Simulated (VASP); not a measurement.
VASP input:

INCAR:
```
ALGO = Normal
EDIFF = 1E-6
ENCUT = 400
GGA = PE
ISIF = 2
ISMEAR = 1
LASPH = .True.
LCHARG = .False.
LDAU = .True.
LDAUJ = 0 0
LDAUL = -1 2
LDAUPRINT = 1
LDAUTYPE = 2
LDAUU = 0 6.0
LMAXMIX = 4
LORBIT = 10
LREAL = .False.
LWAVE = .False.
NELM = 100
PREC = Accurate
SIGMA = 0.1
SYSTEM = NiSi2
```

**KPOINTS**
```
Automatic mesh
0
Gamma
9 9 9
0 0 0
```

POSCAR:
```
NiSi2
1
    0.0000000000     2.7591000000     2.7591000000
    2.7591000000     0.0000000000     2.7591000000
    2.7591000000     2.7591000000     0.0000000000
Si Ni
2 1
Direct
  0.2500000000   0.2500000000   0.2500000000
  0.7500000000   0.7500000000   0.7500000000
  0.0000000000   0.0000000000   0.0000000000
```

POTCAR, in this order: Si Ni (PBE.64 set). Program: vasp_std.

### Question
Write an equivalent input for Quantum ESPRESSO's pw.x.

### Answer
One equivalent input (not run):
```
&CONTROL
  calculation = 'scf'
  pseudo_dir = './pseudo'
  outdir = './out'
  tprnfor = .true.
  tstress = .true.
/
&SYSTEM
  ibrav = 0
  nat = 3
  ntyp = 2
  ecutwfc = 98
  occupations = 'smearing'
  smearing = 'methfessel-paxton'
  degauss = 0.00735
  input_dft = 'pbe'
/
&ELECTRONS
  conv_thr = 7.3e-08
  electron_maxstep = 100
/
ATOMIC_SPECIES
  Si 28.085 Si.upf
  Ni 58.693 Ni.upf
CELL_PARAMETERS angstrom
     0.0000000    2.7591000    2.7591000
     2.7591000    0.0000000    2.7591000
     2.7591000    2.7591000    0.0000000
ATOMIC_POSITIONS crystal
  Si   0.2500000  0.2500000  0.2500000
  Si   0.7500000  0.7500000  0.7500000
  Ni   0.0000000  0.0000000  0.0000000
K_POINTS automatic
  9 9 9 0 0 0
HUBBARD {ortho-atomic}
U Ni-3d 6
```
The two are equivalent in intent, not identical: the potentials are each code's own (VASP's PAW set, PseudoDojo norm-conserving files in pw.x), so ENCUT and ecutwfc are chosen apart and not converted; conv_thr bounds pw.x's estimated SCF error, while EDIFF bounds the energy change between steps; the +U projectors differ (PAW spheres against orthogonalised atomic orbitals), so the same U acts differently.

The compound is NiSi2 in the fluorite structure. The cell was not relaxed at this level. The run is one of a series of settings (LDAU = .TRUE., LDAUJ = 0 0, LDAUL = -1 2, LDAUTYPE = 2, LDAUU = 0 6.0 against the base run), some of them coarse on purpose.
